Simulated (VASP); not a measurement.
# AlB2Sb3 (Cmc2_1) in VASP: density of states with PBE

Aim: the density of states of AlB2Sb3 with PBE.

All numbers are computed with VASP 6.6.1; they aren't measurements. Logs are shortened: lines on timing, memory, paths and dates and some standing lists are left out, and cuts for length are marked.

**1. Starting point**

It takes space group Cmc2_1 (No. 36, orthorhombic). The conventional cell has a = 11.854 Å, b = 6.837 Å, c = 6.461 Å, α = 90.00°, β = 90.00°, γ = 90.00°. Al (site symmetry m) has 4 Sb at 2.66 to 2.67 Å as nearest neighbours. B (site symmetry 1) is surrounded by 4 Sb at 2.31 to 2.33 Å. Sb (site symmetry 1) is surrounded by 3 B at 2.31 to 2.33 Å. Sb (site symmetry m) has 2 B at 2.31 Å as nearest neighbours.

The cell was built by a generator and needn't be a form met in nature.

**2. Density of states, PBE**

File POSCAR:

```
AlB2Sb3                                 
1.0
    5.9268184466     -3.4186743172      0.0000000000
    5.9268184466      3.4186743172      0.0000000000
    0.0000000000      0.0000000000      6.4607872918
  Al              B               Sb            
     2     4     6
Direct
     0.8338536378291127    0.1661463621708874    0.4995030962210955
     0.1661463621708874    0.8338536378291127    0.9995030962210956
     0.5185933977527603    0.8268713456824134    0.4992551105758720
     0.1731286543175865    0.4814066022472397    0.4992551105758720
     0.4814066022472397    0.1731286543175865    0.9992551105758791
     0.8268713456824134    0.5185933977527603    0.9992551105758791
     0.4697157643091564    0.1589890135322416    0.3597358961862470
     0.8410109864677584    0.5302842356908436    0.3597358961862470
     0.2149286657136378    0.7850713342863622    0.4078051002546624
     0.5302842356908436    0.8410109864677584    0.8597358961862470
     0.1589890135322416    0.4697157643091564    0.8597358961862470
     0.7850713342863622    0.2149286657136378    0.9078051002546623
```

File INCAR.step1:

```
SYSTEM = AlB2Sb3
PREC = Accurate ; ENCUT = 520
EDIFF = 1E-7 ; ISMEAR = 0
SIGMA = 0.03 ; LREAL = .FALSE.
LASPH = .TRUE. ; NELM = 80
ALGO = Normal ; ISIF = 2
LWAVE = .FALSE. ; LCHARG = .TRUE.
GGA = PE ; NBANDS = 36
KPAR = 4
```

File KPOINTS.step1:

```
Automatic mesh
0
G
  4 4 4
  0 0 0
```

File INCAR.step2:

```
SYSTEM = AlB2Sb3
PREC = Accurate ; ENCUT = 520
EDIFF = 1E-7 ; ISMEAR = -5
SIGMA = 0.03 ; LREAL = .FALSE.
LASPH = .TRUE. ; NELM = 80
ALGO = Normal ; ISIF = 2
LWAVE = .FALSE. ; LCHARG = .FALSE.
GGA = PE ; LORBIT = 10
NBANDS = 36 ; KPAR = 4
NEDOS = 1001 ; ICHARG = 11
```

File KPOINTS.step2:

```
Automatic mesh
0
G
  6 6 6
  0 0 0
```

Potentials or basis: VASP PAW PBE potentials, release 64 (Al, B, Sb).

Started as:

```bash
$ cat potpaw_PBE.64/Al/POTCAR potpaw_PBE.64/B/POTCAR potpaw_PBE.64/Sb/POTCAR > POTCAR
$ cp INCAR.step1 INCAR
$ cp KPOINTS.step1 KPOINTS
$ mpirun -np 4 vasp_std > vasp.out
$ cp INCAR.step2 INCAR
$ cp KPOINTS.step2 KPOINTS
$ mpirun -np 4 vasp_std > vasp.out
```

OUTCAR:

```text
SYSTEM = AlB2Sb3
   PREC = Accurate
   ENCUT = 520
   EDIFF = 1E-7
   ISMEAR = -5
   LREAL = .FALSE.
   LASPH = .TRUE.
   NELM = 80
   ISIF = 2
   GGA = PE
   LORBIT = 10
   ICHARG = 11

 ion  position               nearest neighbor table
   1  0.834  0.166  0.500-  12 2.66   9 2.67   7 2.67   8 2.67
   2  0.166  0.834  1.000-   9 2.66  12 2.67  11 2.67  10 2.67
   3  0.519  0.827  0.499-   8 2.31   7 2.31   9 2.31  10 2.33
   4  0.173  0.481  0.499-   7 2.31   8 2.31   9 2.31  11 2.33
   5  0.481  0.173  0.999-  11 2.31  10 2.31  12 2.31   7 2.33
   6  0.827  0.519  0.999-  10 2.31  11 2.31  12 2.31   8 2.33
   7  0.470  0.159  0.360-   4 2.31   3 2.31   5 2.33   1 2.67   9 3.74   8 3.74   8 3.74   9 3.76
                            12 3.76
   8  0.841  0.530  0.360-   3 2.31   4 2.31   6 2.33   1 2.67   9 3.74   7 3.74   7 3.74   9 3.76
                            12 3.76
   9  0.215  0.785  0.408-   3 2.31   4 2.31   2 2.66   1 2.67   8 3.74   7 3.74   8 3.76   7 3.76
                            11 3.76  10 3.76
  10  0.530  0.841  0.860-   6 2.31   5 2.31   3 2.33   2 2.67  12 3.74  11 3.74  11 3.74  12 3.76
                             9 3.76
  11  0.159  0.470  0.860-   5 2.31   6 2.31   4 2.33   2 2.67  12 3.74  10 3.74  10 3.74  12 3.76
                             9 3.76
  12  0.785  0.215  0.908-   5 2.31   6 2.31   1 2.66   2 2.67  10 3.74  11 3.74  11 3.76  10 3.76
                             8 3.76   7 3.76

  LATTYP: Found a base centered orthorhombic cell.
 ALAT       =     6.8373486344
 B/A-ratio  =     1.7336598625
 C/A-ratio  =     0.9449258239

  Lattice vectors:

 A1 = (  -5.9268184466,  -3.4186743172,   0.0000000000)
 A2 = (   5.9268184466,  -3.4186743172,   0.0000000000)
 A3 = (   0.0000000000,   0.0000000000,   6.4607872918)

Analysis of symmetry for initial positions (statically):
=====================================================================
 Subroutine PRICEL returns:
 Original cell was already a primitive cell.

 Routine SETGRP: Setting up the symmetry group for a
 base centered orthorhombic supercell.

 Subroutine GETGRP returns: Found  4 space group operations
 (whereof  2 operations were pure point group operations)
 out of a pool of  8 trial point group operations.

The static configuration has the point symmetry C_1h.
 The point group associated with its full space group is C_2v.

Analysis of symmetry for dynamics (positions and initial velocities):
=====================================================================
 Subroutine PRICEL returns:
 Original cell was already a primitive cell.

 Routine SETGRP: Setting up the symmetry group for a
 base centered orthorhombic supercell.

 Subroutine GETGRP returns: Found  4 space group operations
 (whereof  2 operations were pure point group operations)
 out of a pool of  8 trial point group operations.

The dynamic configuration has the point symmetry C_1h.
 The point group associated with its full space group is C_2v.

 Subroutine INISYM returns: Found  4 space group operations
 (whereof  2 operations are pure point group operations),
 and found     1 'primitive' translations

----------------------------------------------------------------------------------------

                                     Primitive cell

  volume of cell :     261.8152

  direct lattice vectors                    reciprocal lattice vectors
     5.926818447 -3.418674317  0.000000000     0.084362294 -0.146255523  0.000000000
     5.926818447  3.418674317  0.000000000     0.084362294  0.146255523  0.000000000
     0.000000000  0.000000000  6.460787292     0.000000000  0.000000000  0.154779898

  length of vectors
     6.842113050  6.842113050  6.460787292     0.168842159  0.168842159  0.154779898

  position of ions in fractional coordinates (direct lattice)
     0.833853638  0.166146362  0.499503096
     0.166146362  0.833853638  0.999503096
     0.518593398  0.826871346  0.499255111
     0.173128654  0.481406602  0.499255111
     0.481406602  0.173128654  0.999255111
     0.826871346  0.518593398  0.999255111
     0.469715764  0.158989014  0.359735896
     0.841010986  0.530284236  0.359735896
     0.214928666  0.785071334  0.407805100
     0.530284236  0.841010986  0.859735896
     0.158989014  0.469715764  0.859735896
     0.785071334  0.214928666  0.907805100

  ion indices of the primitive-cell ions
   primitive index   ion index
                 1           1
                 2           2
                 3           3
                 4           4
[... 62 lines left out ...]
  0.500000  0.333333  0.166667      8.000000
 [... further k-points ...]
   k-points           NKPTS =     52   k-points in BZ     NKDIM =     52   number of bands    NBANDS=     36
   number of dos      NEDOS =   1001   number of ions     NIONS =     12
   total plane-waves  NPLWV = 139968
   dimension x,y,z NGX =    54 NGY =   54 NGZ =   48
   dimension x,y,z NGXF=   108 NGYF=  108 NGZF=   96
   ions per type =               2   4   6
   NGX,Y,Z   is equivalent  to a cutoff of  13.12, 13.12, 12.35 a.u.
   NGXF,Y,Z  is equivalent  to a cutoff of  26.24, 26.24, 24.70 a.u.
 SYSTEM =  AlB2Sb3
   PREC   = accura    normal or accurate (medium, high low for compatibility)
   ISTART =      0    job   : 0-new  1-cont  2-samecut
   ICHARG =     11    charge: 1-file 2-atom 10-const
   ISPIN  =      1    spin polarized calculation?
   LNONCOLLINEAR =      F non collinear calculations
   LSORBIT =      F    spin-orbit coupling
   LASPH  =      T    aspherical Exc in radial PAW
   ENCUT  =  520.0 eV  38.22 Ry    6.18 a.u.  12.72 12.72 12.01*2*pi/ulx,y,z
   NELM   =     80;   NELMIN=  2; NELMDL=  0     # of ELM steps
   EDIFF  = 0.1E-06   stopping-criterion for ELM
   LREAL  =      F    real-space projection
   EDIFFG = 0.1E-05   stopping-criterion for IOM
   NSW    =      0    number of steps for IOM
   IBRION =     -1    ionic relax: 0-MD 1-quasi-New 2-CG
   NFREE  =      0    steps in history (QN), initial steepest desc. (CG)
   ISIF   =      2    stress and relaxation
   ISYM   =      2    0-nonsym 1-usesym 2-fastsym
   POTIM  = 0.5000    time-step for ionic-motion
   TEBEG  =    0.0;   TEEND  =   0.0 temperature during run
   PSTRESS=    0.0 pullay stress
   NELECT =      48.0000    total number of electrons
   NUPDOWN=      -1.0000    fix difference up-down
   EMIN   =  10.00;   EMAX   =-10.00  energy-range for DOS
   EFERMI =   0.00;   METHOD = LEGACY
   ISMEAR =    -5;   SIGMA  =   0.03  broadening in eV -4-tet -1-fermi 0-gaus
   EFERMI_NEDOS =   21; number of points for ismear=-14 and -15
   IALGO  =     38    algorithm
   IMIX   =      4    mixing-type and parameters
     AMIX     =   0.40;   BMIX     =  1.00
     AMIX_MAG =   1.60;   BMIX_MAG =  1.00
  volume/ion in A,a.u.               =      21.82       147.23
  Fermi-wavevector in a.u.,A,eV,Ry     =   0.930016  1.757475 11.768078  0.864929
  Thomas-Fermi vector in A             =   2.056360
   LORBIT       =     10    0 simple, 1 ext, 2 COOP (PROOUT), +10 PAW based schemes
   GGA     = PE    functional components
   LHFCALC =     F    Hartree Fock is set to
   AEXX    =    0.0000 exact exchange contribution
   IVDW    =     0    specifies the selected vdW correction
   LEPSILON=     F    determine dielectric tensor
   LRPA    =     F    only Hartree local field effects (RPA)
 non-spin polarized calculation
 Fermi weights with tetrahedron method with Bloechl corrections
  energy-cutoff  :      520.00
  volume of cell :      261.82
 maximum number of plane-waves:      7091
 NGX is ok and might be reduce to    54

 number of electron      47.9999999 magnetization

 Free energy of the ion-electron system (eV)
  ---------------------------------------------------
  ext. energy  EPLUGINS =         0.00000000
  ---------------------------------------------------
  free energy    TOTEN  =       -55.66586959 eV

  energy without entropy =      -55.66586959  energy(sigma->0) =      -55.66586959

 E-fermi :   6.5709     XC(G=0):  -9.4782

 val. band max:        6.5560832613   @ k =   0.0000   0.0000   0.0000
 cond. band min:       7.1507937715   @ k =   0.5000   0.5000   0.0000
 fundamental gap:      0.5947105101
 Fermi energy:         6.5709094890

 k-point     1 :       0.0000    0.0000    0.0000
  band No.  band energies     occupation
      1      -6.1786      2.00000
      2      -4.1348      2.00000
      3      -3.4989      2.00000
      4      -3.4375      2.00000
      5      -3.1462      2.00000
      6      -3.0497      2.00000
[... 925 lines left out ...]
     35      10.0611      0.00000
     36      10.1441      0.00000

 [... further k-points ...]

------------------------ aborting loop because EDIFF is reached ----------------------------------------

  FORCE on cell =-STRESS in cart. coord.  units (eV):
  Direction    XX          YY          ZZ          XY          YZ          ZX
  --------------------------------------------------------------------------------------
  -------------------------------------------------------------------------------------
  Total        0.0149275     -0.0103888      0.0478497      0.0000000      0.0000000      0.0000000
  in kB        0.0913485     -0.0635742      0.2928162      0.0000000      0.0000000      0.0000000
  external PRESSURE =       0.1068635 kB  Pullay stress =       0.0000000 kB

 VOLUME and BASIS-vectors are now :
 -----------------------------------------------------------------------------
  energy-cutoff  :      520.00
  volume of cell :      261.82
      direct lattice vectors                 reciprocal lattice vectors
     5.926818447 -3.418674317  0.000000000     0.084362294 -0.146255523  0.000000000
     5.926818447  3.418674317  0.000000000     0.084362294  0.146255523  0.000000000
     0.000000000  0.000000000  6.460787292     0.000000000  0.000000000  0.154779898

 POSITION                                       TOTAL-FORCE (eV/Angst)
 -----------------------------------------------------------------------------------
      5.92682     -2.28267      3.22718        -0.000000      0.001100      0.003174
      5.92682      2.28267      6.45758        -0.000000     -0.001100      0.003174
      7.97433      1.05390      3.22558         0.003048      0.000296     -0.001819
      3.87931      1.05390      3.22558        -0.003048      0.000296     -0.001819
      3.87931     -1.05390      6.45597        -0.003048     -0.000296     -0.001819
      7.97433     -1.05390      6.45597         0.003048     -0.000296     -0.001819
      3.72622     -1.06227      2.32418         0.000564     -0.000090      0.002979
      8.12742     -1.06227      2.32418        -0.000564     -0.000090      0.002979
      5.92682      1.94913      2.63474        -0.000000     -0.002758     -0.005494
      8.12742      1.06227      5.55457        -0.000564      0.000090      0.002979
      3.72622      1.06227      5.55457         0.000564      0.000090      0.002979
      5.92682     -1.94913      5.86514        -0.000000      0.002758     -0.005494
 -----------------------------------------------------------------------------------
    total drift:                                0.000000      0.000000      0.000405

  FREE ENERGIE OF THE ION-ELECTRON SYSTEM (eV)
  ---------------------------------------------------
  free  energy   TOTEN  =       -55.6658695920 eV

  energy  without entropy=      -55.6658695920  energy(sigma->0) =      -55.66586959

 total charge

# of ion       s       p       d       tot
------------------------------------------
    1        0.424   0.374   0.000   0.798
    2        0.424   0.374   0.000   0.798
    3        0.660   1.028   0.000   1.688
    4        0.660   1.028   0.000   1.688
    5        0.660   1.028   0.000   1.688
    6        0.660   1.028   0.000   1.688
    7        1.099   1.343   0.055   2.496
    8        1.099   1.343   0.055   2.496
    9        1.104   1.374   0.046   2.524
   10        1.099   1.343   0.055   2.496
   11        1.099   1.343   0.055   2.496
   12        1.104   1.374   0.046   2.524
--------------------------------------------------
tot         10.088  12.979   0.310  23.377
```

Run time: 1.9 min. Hardware: 4 MPI ranks of Intel Xeon 6975P-C (Granite Rapids), shared host; peak memory 0.6 GiB.

What came out:

* Valence electrons inside the program's atomic spheres: Al 0.80; B 1.69; Sb 2.50, 2.52

States per cell in windows of 1 eV (zero at the valence-band top; states under -8 eV left out):
| from (eV) | total | Sb9_p | Sb12_p | Sb7_p | Sb8_p | Sb10_p | Sb11_p |
| --- | --- | --- | --- | --- | --- | --- | --- |
| -8.0 | 2.96 | 0.06 | 0.06 | 0.08 | 0.08 | 0.08 | 0.08 |
| -7.0 | 3.38 | 0.08 | 0.08 | 0.09 | 0.09 | 0.09 | 0.09 |
| -6.0 | 3.32 | 0.11 | 0.11 | 0.09 | 0.09 | 0.09 | 0.09 |
| -5.0 | 5.16 | 0.17 | 0.17 | 0.19 | 0.19 | 0.19 | 0.19 |
| -4.0 | 6.61 | 0.25 | 0.25 | 0.26 | 0.26 | 0.26 | 0.26 |
| -3.0 | 6.85 | 0.29 | 0.29 | 0.28 | 0.28 | 0.28 | 0.28 |
| -2.0 | 6.61 | 0.35 | 0.35 | 0.27 | 0.27 | 0.27 | 0.27 |
| -1.0 | 1.14 | 0.06 | 0.06 | 0.05 | 0.05 | 0.05 | 0.05 |
| 0.0 | 0.87 | 0.01 | 0.01 | 0.01 | 0.01 | 0.01 | 0.01 |
| 1.0 | 6.10 | 0.08 | 0.08 | 0.08 | 0.08 | 0.08 | 0.08 |
| 2.0 | 8.40 | 0.12 | 0.12 | 0.13 | 0.13 | 0.13 | 0.13 |
| 3.0 | 8.22 | 0.15 | 0.15 | 0.17 | 0.17 | 0.17 | 0.17 |
| 4.0 | 0.41 | 0.01 | 0.01 | 0.01 | 0.01 | 0.01 | 0.01 |

Spin-orbit coupling is left out, which matters for the levels of Sb.
